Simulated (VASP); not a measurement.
Given:

```xyz
2
Lattice="0.0000 2.8113 2.8113 2.8113 0.0000 2.8113 2.8113 2.8113 0.0000" Properties=species:S:1:pos:R:3 pbc="T T T"
Zn     2.8113     5.6225     2.8113
Se     1.4056     1.4056     1.4056
```

Level of theory: PBE0 hybrid, VASP's PBE PAW potentials (set 64) (plane waves; VASP). Numerical set-up: 520 eV cut-off, 6×6×6 Γ-centred mesh, Gaussian smearing of 0.050 eV, potentials Zn Se.

Task: Predict the energy per atom (σ→0), pressure, band gap (on the k-mesh) with the smallest direct gap where there is one.

Result: 
```yaml
band gap (on the k-mesh): 3.15 eV
smallest direct gap (on the k-mesh): 3.15 eV
energy per atom (σ→0): -3.975 eV/atom
pressure: 2.65 GPa
```

Only differences to runs with the same potentials and settings are physical.

The compound is ZnSe in the zinc blende structure. This cell is one point of a volume scan, at 0.94 of the reference volume. The cell's shape comes from a PBE relaxation.
